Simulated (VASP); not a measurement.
Consider the following.

```xyz
3
Lattice="0.0000 3.1444 3.1444 3.1444 0.0000 3.1444 3.1444 3.1444 0.0000" Properties=species:S:1:pos:R:3 pbc="T T T"
Ba     0.0000     0.0000     0.0000
F      1.5722     1.5722     1.5722
F      4.7166     4.7166     4.7166
```

The numbers are results of revTPSS meta-GGA, VASP's PBE PAW potentials (set 64) (plane waves; VASP), not measurements. Numerical set-up: 520 eV cut-off, 6×6×6 Γ-centred mesh, Gaussian smearing of 0.050 eV, potentials Ba_sv F.

Problem. What does the run give for the energy per atom (σ→0), pressure?

Solution. 
| Property | Result |
|---|---|
| energy per atom (σ→0) | 0.684 eV/atom |
| pressure | -1.50 GPa |

Only differences to runs with the same potentials and settings are physical.

The compound is BaF2 in the fluorite structure. This cell is one point of a volume scan, at 1.03 of the reference volume.
